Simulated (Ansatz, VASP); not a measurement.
# MoS2 in two plane-wave programs

Aim: how closely do two programs agree when they are given the same cell, functional and k mesh? The cell is taken from a series of runs on this material, whose earlier steps may have relaxed, scaled, displaced or heated it; both programs get it as it stands.

Main program and level: Ansatz 0.2.0; plane waves, with VASP 6.6.1 beside it; zone-centre phonons at PBE with D3(BJ).

## Step 1: The structure

The structure is hexagonal, space group P6_3/mmc (No. 194). The conventional cell has a = 3.128 Å, b = 3.128 Å, c = 11.764 Å, α = 90.00°, β = 90.00°, γ = 120.00°. Nearest to S lie 3 Mo at 2.39 Å. Mo has 6 S at 2.39 Å nearest. Farther neighbours and most contacts between anions are not listed.

Structure file:

```cif
data_structure
_symmetry_space_group_name_H-M 'P6_3/mmc'
_symmetry_Int_Tables_number 194
_cell_length_a 3.1281
_cell_length_b 3.1281
_cell_length_c 11.7642
_cell_angle_alpha 90.000
_cell_angle_beta 90.000
_cell_angle_gamma 120.000
_cell_volume 99.69
loop_
_atom_site_label
_atom_site_type_symbol
_atom_site_symmetry_multiplicity
_atom_site_Wyckoff_symbol
_atom_site_fract_x
_atom_site_fract_y
_atom_site_fract_z
_atom_site_occupancy
S1 S 4 f 0.33333 0.66667 0.61676 1
Mo1 Mo 2 c 0.33333 0.66667 0.25000 1
```

## Step 2: VASP: zone-centre phonons, PBE with D3(BJ)

Second derivatives magnify differences that forces hide, and they need a tight electronic threshold.

Lines of VASP's logs that name or quote its potential files are left out, and so is its time.

Input file INCAR:

```
SYSTEM = MoS2
PREC = Accurate
ENCUT = 500
EDIFF = 1E-08
NELM = 120
ISMEAR = 0
SIGMA = 0.01
LREAL = .FALSE.
ALGO = Normal
GGA = PE
IVDW = 12
NBANDS = 32
LASPH = .TRUE.
LORBIT = 11
LWAVE = .FALSE.
LCHARG = .FALSE.
ISIF = 2
IBRION = 6
NFREE = 2
POTIM = 0.015
NSW = 1
GGA_COMPAT = .FALSE.
EFERMI = MIDGAP
KPAR = 2
```

Input file POSCAR:

```
MoS2
1.0
    3.1281432034      0.0000000000      0.0000000000
   -1.5640716017      2.7090514808      0.0000000000
    0.0000000000      0.0000000000     11.7642152539
S Mo
4 2
Direct
    0.3333333333      0.6666666667      0.6167591289
    0.6666666667      0.3333333333      0.1167591289
    0.3333333333      0.6666666667      0.8832408711
    0.6666666667      0.3333333333      0.3832408711
    0.3333333333      0.6666666667      0.2500000000
    0.6666666667      0.3333333333      0.7500000000
```

Input file KPOINTS:

```
Automatic mesh
0
Gamma
12 12 4
0 0 0
```

The projector-augmented-wave data sets are S and Mo_sv (PBE family, release 64).

Launch:

```sh
$ mpirun -np 2 vasp_std
```

Numbers of over 12 decimals in the logs are rounded to 6 here.

The log of the run:

```text
[banner, memory and clock lines left out]
running    2 mpi-ranks, on    1 nodes
 distrk:  each k-point on    1 cores,    2 groups
 distr:  one band on    1 cores,    1 groups

 POSCAR found type information on POSCAR S Mo
 POSCAR found :  2 types and       6 ions
 LDA part: xc-table for (Slater+PW92), standard interpolation
 POSCAR, INCAR and KPOINTS ok, starting setup
 FFT: planning ... GRIDC
 FFT: planning ... GRID_SOFT
 FFT: planning ... GRID
 WAVECAR not read
 entering main loop
       N       E                     dE             d eps       ncg     rms          rms(c)
DAV:   1     0.447957748689E+03    0.44796E+03   -0.29317E+04  4040   0.151E+03
DAV:   2    -0.220651968117E+02   -0.47002E+03   -0.45903E+03  4432   0.393E+02
DAV:   3    -0.457226177675E+02   -0.23657E+02   -0.23460E+02  4736   0.785E+01
DAV:   4    -0.461859747311E+02   -0.46336E+00   -0.46211E+00  4496   0.110E+01
DAV:   5    -0.461971296269E+02   -0.11155E-01   -0.11151E-01  4712   0.160E+00    0.358E+01
DAV:   6    -0.441146375179E+02    0.20825E+01   -0.18386E+01  3976   0.239E+01    0.136E+01
DAV:   7    -0.437552860753E+02    0.35935E+00   -0.85418E+00  4016   0.154E+01    0.851E+00
DAV:   8    -0.433968365004E+02    0.35845E+00   -0.14592E+00  4528   0.693E+00    0.319E+00
DAV:   9    -0.434108489668E+02   -0.14012E-01   -0.14576E-01  4704   0.187E+00    0.144E+00
DAV:  10    -0.434009139695E+02    0.99350E-02   -0.64455E-02  4424   0.147E+00    0.314E-01
DAV:  11    -0.434009612204E+02   -0.47251E-04   -0.26786E-03  4560   0.293E-01    0.200E-01
DAV:  12    -0.434008707918E+02    0.90429E-04   -0.36718E-04  4616   0.102E-01    0.951E-02
DAV:  13    -0.434008709232E+02   -0.13140E-06   -0.15932E-04  4808   0.661E-02    0.143E-02
DAV:  14    -0.434008725478E+02   -0.16246E-05   -0.11768E-05  4480   0.198E-02    0.191E-02
DAV:  15    -0.434008727453E+02   -0.19749E-06   -0.15571E-06  4408   0.742E-03    0.659E-03
DAV:  16    -0.434008725316E+02    0.21375E-06   -0.13942E-06  4496   0.672E-03    0.949E-04
DAV:  17    -0.434008725773E+02   -0.45751E-07   -0.57865E-08  3968   0.153E-03    0.848E-04
DAV:  18    -0.434008725599E+02    0.17400E-07   -0.16244E-09  2840   0.252E-04    0.687E-04
DAV:  19    -0.434008725490E+02    0.10951E-07   -0.18744E-09  2696   0.237E-04    0.232E-04
DAV:  20    -0.434008725449E+02    0.40145E-08   -0.31144E-10  2656   0.848E-05
   1 F= -.46140490E+02 E0= -.46140490E+02  d E =0.000000E+00
[... from here on, the cycles between the ionic steps are left out ...]
   2 F= -.46139354E+02 E0= -.46139354E+02  d E =0.000000E+00
   3 F= -.46139354E+02 E0= -.46139354E+02  d E =0.000000E+00
   4 F= -.46138684E+02 E0= -.46138684E+02  d E =0.000000E+00
   5 F= -.46138230E+02 E0= -.46138230E+02  d E =0.000000E+00
   6 F= -.46138133E+02 E0= -.46138133E+02  d E =0.000000E+00
   7 F= -.46138133E+02 E0= -.46138133E+02  d E =0.000000E+00
   8 F= -.46136976E+02 E0= -.46136976E+02  d E =0.000000E+00
 Finite differences progress:
  Degree of freedom:   4/  4
  Displacement:        1/  2
  Total:               7/  8
 bond charge predicted
       N       E                     dE             d eps       ncg     rms          rms(c)
DAV:   1    -0.433841746635E+02    0.13176E-01   -0.56956E+00  4416   0.162E+01    0.608E-01
DAV:   2    -0.433977529881E+02   -0.13578E-01   -0.14631E-01  5280   0.245E+00    0.168E-01
DAV:   3    -0.433973212837E+02    0.43170E-03   -0.23270E-03  5576   0.315E-01    0.923E-02
DAV:   4    -0.433973450053E+02   -0.23722E-04   -0.90055E-04  5496   0.155E-01    0.549E-02
DAV:   5    -0.433973469693E+02   -0.19639E-05   -0.63517E-05  5536   0.488E-02    0.423E-02
DAV:   6    -0.433973512414E+02   -0.42722E-05   -0.10484E-05  5624   0.229E-02    0.202E-02
DAV:   7    -0.433973509462E+02    0.29524E-06   -0.41005E-06  5680   0.121E-02    0.664E-03
DAV:   8    -0.433973507881E+02    0.15812E-06   -0.22031E-06  5400   0.841E-03    0.173E-03
DAV:   9    -0.433973508157E+02   -0.27677E-07   -0.11931E-07  5168   0.208E-03    0.125E-03
DAV:  10    -0.433973508207E+02   -0.49595E-08   -0.83135E-09  3288   0.519E-04
   9 F= -.46136976E+02 E0= -.46136976E+02  d E =0.000000E+00
 Finite differences progress:
  Degree of freedom:   4/  4
  Displacement:        2/  2
  Total:               8/  8
```

From OUTCAR (step 2):

```text
ion  position               nearest neighbor table
   1  0.333  0.667  0.617-   6 2.39   6 2.39   6 2.39
   2  0.667  0.333  0.117-   5 2.39   5 2.39   5 2.39
   3  0.333  0.667  0.883-   6 2.39   6 2.39   6 2.39
   4  0.667  0.333  0.383-   5 2.39   5 2.39   5 2.39
   5  0.333  0.667  0.250-   2 2.39   4 2.39   2 2.39   4 2.39   2 2.39   4 2.39
   6  0.667  0.333  0.750-   1 2.39   3 2.39   1 2.39   3 2.39   1 2.39   3 2.39

  LATTYP: Found a hexagonal cell.
 ALAT       =     3.1281432034
 C/A-ratio  =     3.7607662082

 Subroutine GETGRP returns: Found 24 space group operations
 (whereof 12 operations were pure point group operations)

The static configuration has the point symmetry D_3d.
 The point group associated with its full space group is D_6h.

 Found     57 irreducible k-points:

   k-points           NKPTS =     57   k-points in BZ     NKDIM =     57   number of bands    NBANDS=     32

   dimension x,y,z NGX =    24 NGY =   24 NGZ =   90
   dimension x,y,z NGXF=    48 NGYF=   48 NGZF=  180

   ENCUT  =  500.0 eV  36.75 Ry    6.06 a.u.   5.70  5.70 21.45*2*pi/ulx,y,z

   NELECT =      52.0000    total number of electrons

 k-points in reciprocal lattice and weights: Automatic mesh
   0.00000000  0.00000000  0.00000000       0.002
   0.08333333 -0.00000000  0.00000000       0.010
   0.16666667 -0.00000000  0.00000000       0.010
   0.25000000 -0.00000000  0.00000000       0.010
   0.33333333 -0.00000000  0.00000000       0.010
   0.41666667 -0.00000000  0.00000000       0.010
   0.50000000 -0.00000000  0.00000000       0.005
   0.08333333  0.08333333  0.00000000       0.010
   0.16666667  0.08333333  0.00000000       0.021
[...]
0.33333333  0.25000000  0.50000000       0.021
   0.33333333  0.33333333  0.50000000       0.003

 Edisp (eV)   -2.73963

 average (electrostatic) potential at core
       1 -83.5568       2 -83.5594       3 -83.5534       4 -83.5514       5 -73.7377
       6 -73.7378

 E-fermi :   8.9144

 k-point     1 :       0.0000    0.0000    0.0000
  band No.  band energies     occupation
    ...
     22       6.3828      2.00000
     23       6.3828      2.00000
     24       7.1298      2.00000
     25       7.6334      2.00000
     26       8.5991      2.00000
     27      10.6127      0.00000
     28      10.6127      0.00000
     29      10.6613      0.00000
     30      10.6613      0.00000
     31      10.7270      0.00000
    ...

 k-point     2 :       0.0833   -0.0000    0.0000
  band No.  band energies     occupation
    ...
     22       6.2120      2.00000
     23       6.4336      2.00000
     24       7.1546      2.00000
     25       7.6876      2.00000
     26       8.3265      2.00000
[...]
-0.00000      1.80603     10.39064        -0.000000     -0.000000     -0.017100
      1.56407      0.90302      4.50853        -0.000000     -0.000000     -0.242857
     -0.00000      1.80603      2.92605         0.000000     -0.000000      0.468544
      1.56407      0.90302      8.82316        -0.000000      0.000000     -0.005001
 -----------------------------------------------------------------------------------
    total drift:                                0.000001      0.000000      0.000223

  FREE ENERGIE OF THE ION-ELECTRON SYSTEM (eV)
  ---------------------------------------------------
  free  energy   TOTEN  =       -46.1369758486 eV

  energy  without entropy=      -46.1369758486  energy(sigma->0) =      -46.13697585

 Eigenvectors and eigenvalues of the dynamical matrix
 ----------------------------------------------------

   1 f  =   14.248096 THz    89.523425 2PiTHz  475.265309 cm-1    58.925362 meV
             X         Y         Z           dx          dy          dz
     -0.000000  1.806034  7.255687    -0.000000   -0.000000   -0.394421
      1.564072  0.903017  1.373580    -0.000000   -0.000000    0.394421
     -0.000000  1.806034 10.390636    -0.000000   -0.000000   -0.394421
      1.564072  0.903017  4.508528    -0.000000   -0.000000    0.394421
     -0.000000  1.806034  2.941054     0.000000    0.000000   -0.434586
      1.564072  0.903017  8.823161     0.000000    0.000000    0.434586

   2 f  =   14.015951 THz    88.064815 2PiTHz  467.521790 cm-1    57.965288 meV
             X         Y         Z           dx          dy          dz
     -0.000000  1.806034  7.255687    -0.000000    0.000000    0.387076
      1.564072  0.903017  1.373580    -0.000000    0.000000    0.387076
     -0.000000  1.806034 10.390636    -0.000000    0.000000    0.387076
      1.564072  0.903017  4.508528    -0.000000    0.000000    0.387076
     -0.000000  1.806034  2.941054     0.000000   -0.000000   -0.447598
      1.564072  0.903017  8.823161     0.000000   -0.000000   -0.447598

   3 f  =   12.542091 THz    78.804280 2PiTHz  418.359112 cm-1    51.869896 meV
             X         Y         Z           dx          dy          dz
     -0.000000  1.806034  7.255687    -0.000000    0.000000    0.500000
      1.564072  0.903017  1.373580     0.000000    0.000000    0.500000
     -0.000000  1.806034 10.390636    -0.000000    0.000000   -0.500000
      1.564072  0.903017  4.508528     0.000000    0.000000   -0.500000
     -0.000000  1.806034  2.941054    -0.000000   -0.000000    0.000000
      1.564072  0.903017  8.823161     0.000000   -0.000000   -0.000000

   4 f  =   12.130390 THz    76.217490 2PiTHz  404.626264 cm-1    50.167240 meV
             X         Y         Z           dx          dy          dz
     -0.000000  1.806034  7.255687     0.000000   -0.000000    0.500000
      1.564072  0.903017  1.373580    -0.000000    0.000000   -0.500000
     -0.000000  1.806034 10.390636     0.000000   -0.000000   -0.500000
      1.564072  0.903017  4.508528    -0.000000    0.000000    0.500000
     -0.000000  1.806034  2.941054     0.000000   -0.000000   -0.000000
      1.564072  0.903017  8.823161    -0.000000    0.000000   -0.000000

   5 f  =   11.522395 THz    72.397343 2PiTHz  384.345725 cm-1    47.652775 meV
             X         Y         Z           dx          dy          dz
     -0.000000  1.806034  7.255687    -0.387023   -0.000001    0.000000
      1.564072  0.903017  1.373580    -0.387023   -0.000001   -0.000000
     -0.000000  1.806034 10.390636    -0.387023   -0.000001   -0.000000
      1.564072  0.903017  4.508528    -0.387023   -0.000001    0.000000
     -0.000000  1.806034  2.941054     0.447690    0.000001    0.000000
      1.564072  0.903017  8.823161     0.447690    0.000001    0.000000

   6 f  =   11.522395 THz    72.397343 2PiTHz  384.345725 cm-1    47.652775 meV
             X         Y         Z           dx          dy          dz
     -0.000000  1.806034  7.255687     0.000001   -0.387023    0.000000
      1.564072  0.903017  1.373580     0.000001   -0.387023    0.000000
     -0.000000  1.806034 10.390636     0.000001   -0.387023   -0.000000
      1.564072  0.903017  4.508528     0.000001   -0.387023   -0.000000
     -0.000000  1.806034  2.941054    -0.000001    0.447690    0.000000
      1.564072  0.903017  8.823161    -0.000001    0.447690   -0.000000

   7 f  =   11.503701 THz    72.279883 2PiTHz  383.722152 cm-1    47.575462 meV
             X         Y         Z           dx          dy          dz
     -0.000000  1.806034  7.255687    -0.388577    0.000001    0.000000
      1.564072  0.903017  1.373580     0.388577   -0.000001   -0.000000
     -0.000000  1.806034 10.390636    -0.388577    0.000001   -0.000000
      1.564072  0.903017  4.508528     0.388577   -0.000001    0.000000
     -0.000000  1.806034  2.941054    -0.444989    0.000001    0.000000
      1.564072  0.903017  8.823161     0.444989   -0.000001    0.000000

   8 f  =   11.503701 THz    72.279883 2PiTHz  383.722152 cm-1    47.575462 meV
             X         Y         Z           dx          dy          dz
     -0.000000  1.806034  7.255687    -0.000001   -0.388577   -0.000000
      1.564072  0.903017  1.373580     0.000001    0.388577    0.000000
     -0.000000  1.806034 10.390636    -0.000001   -0.388577    0.000000
      1.564072  0.903017  4.508528     0.000001    0.388577   -0.000000
     -0.000000  1.806034  2.941054    -0.000001   -0.444989    0.000000
      1.564072  0.903017  8.823161     0.000001    0.444989   -0.000000

   9 f  =    8.661559 THz    54.422177 2PiTHz  288.918493 cm-1    35.821312 meV
             X         Y         Z           dx          dy          dz
     -0.000000  1.806034  7.255687     0.500000    0.000000    0.000000
      1.564072  0.903017  1.373580     0.500000    0.000000   -0.000000
     -0.000000  1.806034 10.390636    -0.500000   -0.000000   -0.000000
      1.564072  0.903017  4.508528    -0.500000   -0.000000    0.000000
     -0.000000  1.806034  2.941054     0.000000   -0.000000    0.000000
      1.564072  0.903017  8.823161    -0.000000   -0.000000   -0.000000

  10 f  =    8.661559 THz    54.422177 2PiTHz  288.918493 cm-1    35.821312 meV
             X         Y         Z           dx          dy          dz
     -0.000000  1.806034  7.255687    -0.000000    0.500000   -0.000000
      1.564072  0.903017  1.373580    -0.000000    0.500000    0.000000
     -0.000000  1.806034 10.390636     0.000000   -0.500000    0.000000
      1.564072  0.903017  4.508528     0.000000   -0.500000   -0.000000
     -0.000000  1.806034  2.941054    -0.000000    0.000000    0.000000
      1.564072  0.903017  8.823161     0.000000    0.000000   -0.000000

  11 f  =    8.511712 THz    53.480666 2PiTHz  283.920164 cm-1    35.201598 meV
             X         Y         Z           dx          dy          dz
     -0.000000  1.806034  7.255687     0.500000    0.000000   -0.000000
      1.564072  0.903017  1.373580    -0.500000   -0.000000   -0.000000
     -0.000000  1.806034 10.390636    -0.500000   -0.000000    0.000000
      1.564072  0.903017  4.508528     0.500000    0.000000    0.000000
     -0.000000  1.806034  2.941054    -0.000000    0.000000   -0.000000
      1.564072  0.903017  8.823161    -0.000000    0.000000    0.000000

  12 f  =    8.511712 THz    53.480666 2PiTHz  283.920164 cm-1    35.201598 meV
             X         Y         Z           dx          dy          dz
     -0.000000  1.806034  7.255687     0.000000   -0.500000    0.000000
      1.564072  0.903017  1.373580    -0.000000    0.500000   -0.000000
     -0.000000  1.806034 10.390636    -0.000000    0.500000   -0.000000
      1.564072  0.903017  4.508528     0.000000   -0.500000    0.000000
     -0.000000  1.806034  2.941054     0.000000    0.000000    0.000000
      1.564072  0.903017  8.823161    -0.000000   -0.000000   -0.000000

  13 f  =    2.448943 THz    15.387160 2PiTHz   81.687929 cm-1    10.128008 meV
             X         Y         Z           dx          dy          dz
     -0.000000  1.806034  7.255687    -0.000000   -0.000000    0.307299
      1.564072  0.903017  1.373580     0.000000    0.000000   -0.307299
     -0.000000  1.806034 10.390636    -0.000000   -0.000000    0.307299
      1.564072  0.903017  4.508528     0.000000    0.000000   -0.307299
     -0.000000  1.806034  2.941054     0.000000    0.000000   -0.557795
      1.564072  0.903017  8.823161    -0.000000   -0.000000    0.557795
    [... 42 further lines ...]
      1.564072  0.903017  4.508528     0.266214   -0.171298   -0.000000
     -0.000000  1.806034  2.941054     0.460279   -0.296171   -0.000000
      1.564072  0.903017  8.823161     0.460279   -0.296171   -0.000000

 ELASTIC MODULI CONTR FROM IONIC RELAXATION (kBar)
 Direction    XX          YY          ZZ          XY          YZ          ZX
 --------------------------------------------------------------------------------
 XX        -413.6394   -249.8590   -883.8977     -0.0000      0.0000     -0.0000
 YY        -249.8590   -413.6394   -883.8977     -0.0000      0.0000      0.0000
 ZZ        -883.8977   -883.8977  -2355.0178     -0.0000      0.0000      0.0000
 XY          -0.0000     -0.0000     -0.0000    -81.8902      0.0000     -0.0000
 YZ           0.0000      0.0000      0.0000      0.0000  -1304.0608     -0.0000
 ZX          -0.0000      0.0000      0.0000     -0.0000     -0.0000  -1304.0597
 --------------------------------------------------------------------------------

 total charge
# of ion       s       p       d       tot
------------------------------------------
    1        1.367   2.348   0.000   3.715
    2        1.367   2.348   0.000   3.715
    3        1.367   2.348   0.000   3.715
    4        1.367   2.348   0.000   3.715
    5        2.297   6.231   3.988  12.516
    6        2.297   6.231   3.988  12.516
--------------------------------------------------
tot         10.063  21.852   7.977  39.892
```

This run has no spin polarisation, so a moment on Mo, if there is one, isn't seen. The last energy, forces, stress and levels in OUTCAR belong to the last displaced cell, not to the cell of POSCAR.

Levels, forces or a CONTCAR printed for this step are those of its last displaced cell, not of the structure at rest.

(Part 1 of 2 ends here.)

[Lines on the potential files, build, host, timing and source positions are cut from VASP's logs without a mark.]

[Logs are printed without paths, hosts, clocks, repeated set-up lines and the standing remarks that a program may print on its own settings, such as how far it seeks lower states.]

[Hosts, paths, dates, database ids (printed as entryN), source tags and the programs' standing remarks are cut or masked in the printed files.]
